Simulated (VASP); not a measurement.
Output of a VASP run:

### OSZICAR
```
       N       E                     dE             d eps       ncg     rms          rms(c)
DAV:   1     0.327121765026E+03    0.32712E+03   -0.22665E+04   480   0.165E+03
DAV:   2    -0.331398850281E+02   -0.36026E+03   -0.35527E+03   632   0.395E+02
DAV:   3    -0.525232168229E+02   -0.19383E+02   -0.19369E+02   768   0.916E+01
DAV:   4    -0.530657886646E+02   -0.54257E+00   -0.54249E+00   656   0.118E+01
DAV:   5    -0.530744528350E+02   -0.86642E-02   -0.86640E-02   688   0.124E+00    0.321E+01
DAV:   6    -0.459025575436E+02    0.71719E+01   -0.45659E+01   576   0.440E+01    0.148E+01
DAV:   7    -0.458013511640E+02    0.10121E+00   -0.36008E+00   680   0.109E+01    0.849E+00
DAV:   8    -0.457444630756E+02    0.56888E-01   -0.33769E-01   672   0.442E+00    0.718E-01
DAV:   9    -0.457402916052E+02    0.41715E-02   -0.55753E-02   656   0.133E+00    0.452E-01
DAV:  10    -0.457402092529E+02    0.82352E-04   -0.13395E-02   664   0.100E+00    0.223E-01
DAV:  11    -0.457399029079E+02    0.30635E-03   -0.22098E-03   632   0.409E-01    0.322E-02
DAV:  12    -0.457398972294E+02    0.56785E-05   -0.97100E-05   696   0.731E-02    0.192E-02
DAV:  13    -0.457398977498E+02   -0.52037E-06   -0.32915E-06   648   0.144E-02    0.193E-03
DAV:  14    -0.457398977597E+02   -0.99044E-08   -0.24920E-07   712   0.364E-03    0.791E-04
DAV:  15    -0.457398977551E+02    0.46007E-08   -0.90258E-08   584   0.163E-03
   1 F= -.45739898E+02 E0= -.45739898E+02  d E =-.457399E+02
```

### OUTCAR
```
------------------------ aborting loop because EDIFF is reached ----------------------------------------
  FORCE on cell =-STRESS in cart. coord.  units (eV):
  Direction    XX          YY          ZZ          XY          YZ          ZX
  --------------------------------------------------------------------------------------
  Total       -0.0296535     -0.0296535     -0.0296535      0.0000000      0.0000000     -0.0000000
  in kB       -0.6600364     -0.6600364     -0.6600364      0.0000000      0.0000000     -0.0000000
  external PRESSURE =      -0.6600364 kB  Pullay stress =       0.0000000 kB
  volume of cell :       71.98
      direct lattice vectors                 reciprocal lattice vectors
     4.159802068  0.000000000  0.000000000     0.240396053  0.000000000  0.000000000
     0.000000000  4.159802068  0.000000000     0.000000000  0.240396053  0.000000000
     0.000000000  0.000000000  4.159802068     0.000000000  0.000000000  0.240396053
 POSITION                                       TOTAL-FORCE (eV/Angst)
 -----------------------------------------------------------------------------------
      0.00000      0.00000      0.00000         0.000000      0.000000      0.000000
      2.07990      2.07990      2.07990         0.000000      0.000000      0.000000
      2.07990      0.00000      2.07990         0.000000      0.000000      0.000000
      0.00000      2.07990      2.07990         0.000000      0.000000      0.000000
      2.07990      2.07990      0.00000         0.000000      0.000000      0.000000
 -----------------------------------------------------------------------------------
    total drift:                                0.000000     -0.000000     -0.000000
  FREE ENERGIE OF THE ION-ELECTRON SYSTEM (eV)
  ---------------------------------------------------
  free  energy   TOTEN  =       -45.7398977551 eV

  energy  without entropy=      -45.7398977551  energy(sigma->0) =      -45.73989776

 reached required accuracy - stopping structural energy minimisation
```
(Selected blocks of OUTCAR.)

### POSCAR
```
BaZrO3
1
    4.1598020681     0.0000000000     0.0000000000
    0.0000000000     4.1598020681     0.0000000000
    0.0000000000     0.0000000000     4.1598020681
Ba Zr O
1 1 3
Direct
  0.0000000000   0.0000000000   0.0000000000
  0.5000000000   0.5000000000   0.5000000000
  0.5000000000   0.0000000000   0.5000000000
  0.0000000000   0.5000000000   0.5000000000
  0.5000000000   0.5000000000   0.0000000000
```

Write an INCAR and KPOINTS that could have produced this output.

One answer among several that fit: the input of the run itself, LDA (Ceperley-Alder, Perdew-Zunger), plane waves, VASP's LDA PAW potentials (set 64).

INCAR:
```
SYSTEM=BaZrO3
PREC=Accurate; ENCUT=520; LREAL=.FALSE.
LASPH=.TRUE.
EDIFF=1E-8; NELM=100; ALGO=Normal
LMAXMIX=4
ISMEAR=0; SIGMA=0.05
IBRION=1; NSW=30; ISIF=2
EDIFFG=-0.001
LWAVE=.FALSE.; LCHARG=.FALSE.
```

KPOINTS:
```
Automatic mesh
0
Gamma
5 5 5
0 0 0
```

POTCAR, in this order: Ba_sv Zr_sv O (LDA.64 set). Program: vasp_std.

The compound is BaZrO3 in the cubic perovskite structure. It was relaxed first. The start is the result of an earlier pass.
